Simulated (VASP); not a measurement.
Crystal: Cu2B.

```
Cu B
1.0
     0.00000    3.28347    3.28347
     3.28347    0.00000    3.28347
     3.28347    3.28347    0.00000
Cu B
4 2
Direct
  0.12500 0.12500 0.12500
  0.62500 0.12500 0.12500
  0.12500 0.12500 0.62500
  0.12500 0.62500 0.12500
  0.50000 0.50000 0.50000
  0.75000 0.75000 0.75000
```

The cell was built by a generator and needn't be a form met in nature.

Program: VASP 6.6.1. Alike in all runs: task single point; potentials or basis VASP PAW PBE potentials, release 64 (Cu, B); no spin polarisation; cell as given; cutoff (eV) 520; smearing fermi-dirac 0.05 eV.

**Question.** Order these runs on this cell by their pressure, lowest first.
A. level PBEsol+U; U Cu d U = 6 eV; k mesh 5 × 5 × 5
B. level PBEsol+U; U Cu d U = 3 eV; k mesh 5 × 5 × 5
C. level PBEsol; k mesh 5 × 5 × 5
D. level PBE; k mesh 7 × 7 × 7

**Answer.** A (-10.2 GPa), B (-8.5 GPa), C (-6.4 GPa), D (0.4 GPa).

Caveats: the PAW data sets were made with another functional, which shifts forces and pressure a little (some runs); U without spin polarisation on a metal has little footing (some runs); the U is typed as a test and isn't derived for this compound (some runs).

Not every run made on this cell is shown here.
